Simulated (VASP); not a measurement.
# Na3AlO3 (P-1) in VASP: band structure with PBE

Aim: the band structure of Na3AlO3 with PBE.

Everything below comes from runs of VASP 6.6.1. Logs are shortened: lines on timing, memory, paths and dates and some standing lists are left out, and cuts for length are marked.

### 1 The crystal as given

The typed cell holds 14 atoms: a = 5.591 Å, b = 5.839 Å, c = 6.614 Å, α = 78.65°, β = 87.28°, γ = 68.06°.

The cell was built by a generator and needn't be a form met in nature.

### 2 Band structure, PBE

Input file INCAR:

```
SYSTEM = Na3AlO3
PREC = Accurate
ENCUT = 520
EDIFF = 1E-6
ISMEAR = 0
SIGMA = 0.03
LREAL = .FALSE.
LASPH = .TRUE.
NELM = 80
ALGO = Fast
ISIF = 2
LWAVE = .FALSE.
LCHARG = .FALSE.
GGA = PE
NBANDS = 55
KPAR = 8
```

Input file KPOINTS:

```
regular mesh
0
G
  6 6 4
  0 0 0
```

Input file POSCAR:

```
Na3AlO3
1.0
    5.5907480000      0.0000000000      0.0000000000
    2.1818670000      5.4163760000      0.0000000000
    0.3141150000      1.2768200000      6.4819460000
Na Al O
6 2 6
Direct
    0.0103380000      0.7357280000      0.5533640000
    0.9896620000      0.2642720000      0.4466360000
    0.0276270000      0.2575920000      0.9104570000
    0.9723730000      0.7424080000      0.0895430000
    0.5055020000      0.7929850000      0.3549450000
    0.4944980000      0.2070150000      0.6450550000
    0.5113200000      0.3569330000      0.1783800000
    0.4886800000      0.6430670000      0.8216200000
    0.2699460000      0.4709270000      0.3527050000
    0.7601270000      0.0685920000      0.2809440000
    0.6456450000      0.5981360000      0.0706750000
    0.2398730000      0.9314080000      0.7190560000
    0.7300540000      0.5290730000      0.6472950000
    0.3543550000      0.4018640000      0.9293250000
```

Input file KPOINTS_OPT:

```
path XGY,LGZ,NGM,RG
10
line-mode
reciprocal
 0.5000000000  0.0000000000  0.0000000000  X
 0.0000000000  0.0000000000  0.0000000000  G

 0.0000000000  0.0000000000  0.0000000000  G
 0.0000000000  0.0000000000 -0.5000000000  Y

 0.5000000000  0.0000000000 -0.5000000000  L
 0.0000000000  0.0000000000  0.0000000000  G

 0.0000000000  0.0000000000  0.0000000000  G
 0.0000000000  0.5000000000  0.5000000000  Z

 0.5000000000  0.5000000000  0.5000000000  N
 0.0000000000  0.0000000000  0.0000000000  G

 0.0000000000  0.0000000000  0.0000000000  G
 0.0000000000  0.5000000000  0.0000000000  M

 0.5000000000  0.5000000000  0.0000000000  R
 0.0000000000  0.0000000000  0.0000000000  G
```

Potentials or basis: VASP PAW PBE potentials, release 64 (Na_pv, Al, O).

Run with:

```console
$ cat potpaw_PBE.64/Na_pv/POTCAR potpaw_PBE.64/Al/POTCAR potpaw_PBE.64/O/POTCAR > POTCAR
$ mpirun -np 8 vasp_std > vasp.out
```

OUTCAR:

```text
SYSTEM = Na3AlO3
   PREC = Accurate
   ENCUT = 520
   EDIFF = 1E-6
   ISMEAR = 0
   LREAL = .FALSE.
   LASPH = .TRUE.
   NELM = 80
   ISIF = 2
   GGA = PE

 ion  position               nearest neighbor table
   1  0.010  0.736  0.553-   9 2.28  13 2.31
   2  0.990  0.264  0.447-  13 2.28   9 2.31
   3  0.028  0.258  0.910-  14 2.30  13 2.35   8 3.01
   4  0.972  0.742  0.090-  11 2.30   9 2.35   7 3.01
   5  0.506  0.793  0.355-  13 2.30  11 2.34   7 2.99   8 3.05
   6  0.494  0.207  0.645-   9 2.30  14 2.34   8 2.99   7 3.05
   7  0.511  0.357  0.178-   9 1.75  10 1.77  14 1.83  11 1.84   8 2.59   5 2.99   4 3.01   6 3.05

   8  0.489  0.643  0.822-  13 1.75  12 1.77  11 1.83  14 1.84   7 2.59   6 2.99   3 3.01   5 3.05

   9  0.270  0.471  0.353-   7 1.75   1 2.28   6 2.30   2 2.31   4 2.35
  10  0.760  0.069  0.281-   7 1.77
  11  0.646  0.598  0.071-   8 1.83   7 1.84   4 2.30   5 2.34
  12  0.240  0.931  0.719-   8 1.77
  13  0.730  0.529  0.647-   8 1.75   2 2.28   5 2.30   1 2.31   3 2.35
  14  0.354  0.402  0.929-   7 1.83   8 1.84   3 2.30   6 2.34

  LATTYP: Found a triclinic cell.
 ALAT       =     5.8393212430
 B/A-ratio  =     1.9949775788
 C/A-ratio  =     2.8341579869
 COS(alpha) =     0.0044885072
 COS(beta)  =     0.6839459983
 COS(gamma) =     0.7114535543

  Lattice vectors:

 A1 = (  -2.1818670000,  -5.4163760000,   0.0000000000)
 A2 = (   1.5411290000,  -9.5559320000,   6.4819460000)
 A3 = ( -13.6774780000,  -6.6931960000,  -6.4819460000)

Analysis of symmetry for initial positions (statically):
=====================================================================
 Subroutine PRICEL returns:
 Original cell was already a primitive cell.

 Routine SETGRP: Setting up the symmetry group for a
 triclinic supercell.

 Subroutine GETGRP returns: Found  2 space group operations
 (whereof  2 operations were pure point group operations)
 out of a pool of  2 trial point group operations.

The static configuration has the point symmetry S_2 .

Analysis of symmetry for dynamics (positions and initial velocities):
=====================================================================
 Subroutine PRICEL returns:
 Original cell was already a primitive cell.

 Routine SETGRP: Setting up the symmetry group for a
 triclinic supercell.

 Subroutine GETGRP returns: Found  2 space group operations
 (whereof  2 operations were pure point group operations)
 out of a pool of  2 trial point group operations.

The dynamic configuration has the point symmetry S_2 .

[... 140 lines left out ...]
   IMIX   =      4    mixing-type and parameters
     AMIX     =   0.40;   BMIX     =  1.00
     AMIX_MAG =   1.60;   BMIX_MAG =  1.00
  volume/ion in A,a.u.               =      14.02        94.61
  Fermi-wavevector in a.u.,A,eV,Ry     =   1.233691  2.331339 20.707993  1.521995
  Thomas-Fermi vector in A             =   2.368412
   LORBIT       =      0    0 simple, 1 ext, 2 COOP (PROOUT), +10 PAW based schemes
   GGA     = PE    functional components
   LHFCALC =     F    Hartree Fock is set to
   AEXX    =    0.0000 exact exchange contribution
   IVDW    =     0    specifies the selected vdW correction
   LEPSILON=     F    determine dielectric tensor
   LRPA    =     F    only Hartree local field effects (RPA)
 non-spin polarized calculation
 RMM-DIIS sequential band-by-band and
 Gauss-broadening in eV      SIGMA  =   0.03
  energy-cutoff  :      520.00
  volume of cell :      196.28
 maximum number of plane-waves:      5303
 NGX is ok and might be reduce to    42
   NGX = 21   NGY = 21   NGZ = 25

 number of electron      84.0000004 magnetization

 Free energy of the ion-electron system (eV)
  ---------------------------------------------------
  ext. energy  EPLUGINS =         0.00000000
  ---------------------------------------------------
  free energy    TOTEN  =       -73.25660591 eV

  energy without entropy =      -73.25660591  energy(sigma->0) =      -73.25660591

 E-fermi :   1.1914     XC(G=0):  -8.8620

 val. band max:        0.9770652755   @ k =   0.5000   0.5000  -0.0000
 cond. band min:       3.3350087470   @ k =   0.0000   0.0000   0.0000
 fundamental gap:      2.3579434715
 Fermi energy:         1.1914147728

 k-point     1 :       0.0000    0.0000    0.0000
  band No.  band energies     occupation
      1     -20.9547      2.00000
      2     -20.9531      2.00000
      3     -20.8968      2.00000
      4     -20.8835      2.00000
      5     -20.8665      2.00000
      6     -20.8504      2.00000
[... 1357 lines left out ...]
     53      10.2122      0.00000
     54      10.7571      0.00000

 [... further k-points ...]

 [bands above 54 left out]

------------------------ aborting loop because EDIFF is reached ----------------------------------------

  FORCE on cell =-STRESS in cart. coord.  units (eV):
  Direction    XX          YY          ZZ          XY          YZ          ZX
  --------------------------------------------------------------------------------------
  -------------------------------------------------------------------------------------
  Total       -0.0013333      0.0100308      0.0198784      0.0249700      0.0032556     -0.0399331
  in kB       -0.0108835      0.0818773      0.1622585      0.2038190      0.0265740     -0.3259561
  external PRESSURE =       0.0777508 kB  Pullay stress =       0.0000000 kB

 VOLUME and BASIS-vectors are now :
 -----------------------------------------------------------------------------
  energy-cutoff  :      520.00
  volume of cell :      196.28
      direct lattice vectors                 reciprocal lattice vectors
     5.590748000  0.000000000  0.000000000     0.178866942 -0.072052583  0.005525098
     2.181867000  5.416376000  0.000000000     0.000000000  0.184625292 -0.036367669
     0.314115000  1.276820000  6.481946000     0.000000000  0.000000000  0.154274658

 POSITION                                       TOTAL-FORCE (eV/Angst)
 -----------------------------------------------------------------------------------
      1.83688      4.69153      3.58688         0.001369      0.002163     -0.006862
      6.24985      2.00167      2.89507        -0.001369     -0.002163      0.006862
      1.00248      2.55770      5.90153         0.000639      0.005217      0.001751
      7.08425      4.13549      0.58041        -0.000639     -0.005217     -0.001751
      4.66782      4.74831      2.30073         0.000766     -0.005803      0.005766
      3.41891      1.94489      4.18121        -0.000766      0.005803     -0.005766
      3.69347      2.16104      1.15625         0.001058      0.001947      0.002105
      4.39326      4.53215      5.32570        -0.001058     -0.001947     -0.002105
      2.64749      3.00106      2.28621         0.000585      0.004752     -0.002814
      4.48759      0.73023      1.82106        -0.005704      0.007817      0.000554
      4.93689      3.32997      0.45811         0.004184      0.001160      0.002720
      3.59914      5.96296      4.66088         0.005704     -0.007817     -0.000554
      5.43924      3.69214      4.19573        -0.000585     -0.004752      0.002814
      3.14984      3.36323      6.02383        -0.004184     -0.001160     -0.002720
 -----------------------------------------------------------------------------------
    total drift:                                0.000000      0.000000      0.000000

  FREE ENERGIE OF THE ION-ELECTRON SYSTEM (eV)
  ---------------------------------------------------
  free  energy   TOTEN  =       -73.2566059095 eV

  energy  without entropy=      -73.2566059095  energy(sigma->0) =      -73.25660591
```

OSZICAR:

```text
N       E                     dE             d eps       ncg     rms          rms(c)
DAV:   1     0.106799088028E+04    0.10680E+04   -0.41457E+04  8381   0.178E+03
DAV:   2     0.894425485288E+02   -0.97855E+03   -0.92360E+03  9024   0.512E+02
[... 18 lines left out ...]
DAV:   1     0.106603161395E+05   -0.52236E+05     7707
DAV:   2    -0.529486501052E+05   -0.63609E+05     8052
DAV:   3    -0.638657523853E+05   -0.10917E+05     8954
DAV:   4    -0.646112712326E+05   -0.74552E+03     8928
DAV:   5    -0.646332419262E+05   -0.21971E+02     9770
DAV:   6    -0.646340357510E+05   -0.79382E+00    10230
DAV:   7    -0.646340760271E+05   -0.40276E-01    10568
DAV:   8    -0.646340771641E+05   -0.11370E-02     9621
DAV:   9    -0.646340772060E+05   -0.41886E-04     7192
DAV:  10    -0.646340772085E+05   -0.24929E-05     5689
DAV:  11    -0.646340772090E+05   -0.53120E-06     5304
```

stdout:

```text
POSCAR found type information on POSCAR NaAlO
 POSCAR found :  3 types and      14 ions
 scaLAPACK will be used
 -----------------------------------------------------------------------------
|                                                                             |
|           W    W    AA    RRRRR   N    N  II  N    N   GGGG   !!!           |
|           W    W   A  A   R    R  NN   N  II  NN   N  G    G  !!!           |
|           W    W  A    A  R    R  N N  N  II  N N  N  G       !!!           |
[... 13 lines left out ...]

 LDA part: xc-table for (Slater+PW92), standard interpolation
 POSCAR, INCAR and KPOINTS ok, starting setup
 FFT: planning ... GRIDC
 FFT: planning ... GRID_SOFT
 FFT: planning ... GRID
 WAVECAR not read
 entering main loop
WARNING in EDDRMM: call to ZHEGV failed, returncode =   8  4     50
 Start KPOINTS_OPT (optional k-point list driver)
k-point batch [1-70\70]
```

Run time: 3.3 min. Hardware: 8 MPI ranks of Intel Xeon Platinum 8488C (Sapphire Rapids), shared host; peak memory 1.1 GiB.

What came out:

- Free energy: -73.2566 eV
- Pressure: 0.0 GPa
- Largest force: 0.010 eV/Å
- Band gap on the k mesh: 2.36 eV, indirect (least direct gap 2.51 eV)
- Band gap along the path: 2.36 eV, indirect (least direct gap 2.51 eV)

Forces on the atoms (eV/Å):
```
Na   0.001  0.002 -0.007
Na  -0.001 -0.002  0.007
Na   0.001  0.005  0.002
Na  -0.001 -0.005 -0.002
Na   0.001 -0.006  0.006
Na  -0.001  0.006 -0.006
Al   0.001  0.002  0.002
Al  -0.001 -0.002 -0.002
O    0.001  0.005 -0.003
O   -0.006  0.008  0.001
O    0.004  0.001  0.003
O    0.006 -0.008 -0.001
O   -0.001 -0.005  0.003
O   -0.004 -0.001 -0.003
```

Levels at the corners of the path, in eV from the valence-band top:
```tsv
point	band 40	band 41	band 42	band 43	band 44	band 45
X	-0.52	-0.24	-0.21	4.27	4.49	6.95
Γ	-0.31	-0.23	-0.15	2.36	4.93	6.71
Γ	-0.31	-0.23	-0.15	2.36	4.93	6.71
Y	-0.38	-0.13	-0.06	3.68	3.95	6.67
L	-0.50	-0.23	-0.15	5.01	5.01	5.71
Γ	-0.31	-0.23	-0.15	2.36	4.93	6.71
Γ	-0.31	-0.23	-0.15	2.36	4.93	6.71
Z	-0.43	-0.39	-0.19	4.55	4.66	6.23
N	-0.23	-0.22	-0.13	5.02	5.20	5.68
Γ	-0.31	-0.23	-0.15	2.36	4.93	6.71
Γ	-0.31	-0.23	-0.15	2.36	4.93	6.71
M	-0.47	-0.36	-0.18	4.07	4.85	5.58
R	-0.36	-0.35	0.00	4.50	4.96	6.27
Γ	-0.31	-0.23	-0.15	2.36	4.93	6.71
```
